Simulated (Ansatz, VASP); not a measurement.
## NbAgC3 in VASP and in Ansatz

```
Nb Ag C
1.0
     3.98023    0.00000    0.00000
     0.00000    3.98023    0.00000
     0.00000    0.00000    3.98023
Nb Ag C
1 1 3
Direct
  0.00000 0.00000 0.00000
  0.50000 0.50000 0.50000
  0.50000 0.50000 0.00000
  0.50000 0.00000 0.50000
  0.00000 0.50000 0.50000
```

Change from the starting cell: species swapped into the CsPbBr3 type (Pm-3m, No. 221).

Alike in both runs: functional PBE; k mesh 10 × 10 × 10; occupations gaussian, width 0.1 eV; no spin polarisation.

Ansatz relaxed the structure, and its values are those at the end. VASP's run is a single point on that final structure, the one shown.

```csv
,VASP,Ansatz
version,VASP 6.6.1,Ansatz 0.2.0
potentials or method,"VASP PAW PBE potentials, release 64 (Nb_sv, Ag, C)","scalar-relativistic, plane waves, PAW"
plane-wave cutoff (eV),520,420
valence electrons in the cell,36,44
```

Ansatz gave:

* gap on the k mesh at the Fermi level (eV): none
* pressure (GPa): 0.0

Problem. Which values does VASP return?

Solution. gap on the k mesh at the Fermi level (eV): none; pressure (GPa): -0.2.

A gap of «none» marks a metal or a gap that the smearing closes. The two sets of potentials don't hold the same shells in valence.
